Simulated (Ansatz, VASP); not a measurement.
Ir2Rh: VASP beside Ansatz

```
Ir Rh
1.0
     2.75843    0.00000    0.00000
    -1.37922    2.38887    0.00000
     0.00000    0.00000   13.13846
Ir Rh
4 2
Direct
  0.33333 0.66667 0.08250
  0.33333 0.66667 0.41750
  0.66667 0.33333 0.58250
  0.66667 0.33333 0.91750
  0.33333 0.66667 0.75000
  0.66667 0.33333 0.25000
```

Alike in both runs: functional PBE; k mesh 6 × 6 × 2; occupations gaussian, width 0.1 eV; no spin polarisation.

Ansatz relaxed the structure, and its values are those at the end. VASP's run is a single point on that final structure, the one shown.

|  | VASP | Ansatz |
| --- | --- | --- |
| version | VASP 6.6.1 | Ansatz 0.2.0 |
| potentials or method | VASP PAW PBE potentials, release 64 (Ir, Rh_pv) | scalar-relativistic, plane waves, PAW |
| plane-wave cutoff (eV) | 520 | 420 |
| valence electrons in the cell | 66 | 102 |

|  | VASP | Ansatz | Ansatz less VASP |
| --- | --- | --- | --- |
| gap on the k mesh at the Fermi level (eV) | none | none | - |
| pressure (GPa) | 0.3 | -0.1 | -0.36 |
| rms of the force components (eV/Å) | 0.010 | 0.008 | -0.0022 |

A gap of «none» marks a metal or a gap that the smearing closes. The two sets of potentials don't hold the same shells in valence.

Caveats: the k mesh is coarse (spacing up to 0.44 Å⁻¹), so the values aren't converged. The runs have no spin-orbit coupling, so splittings on Ir are missing.
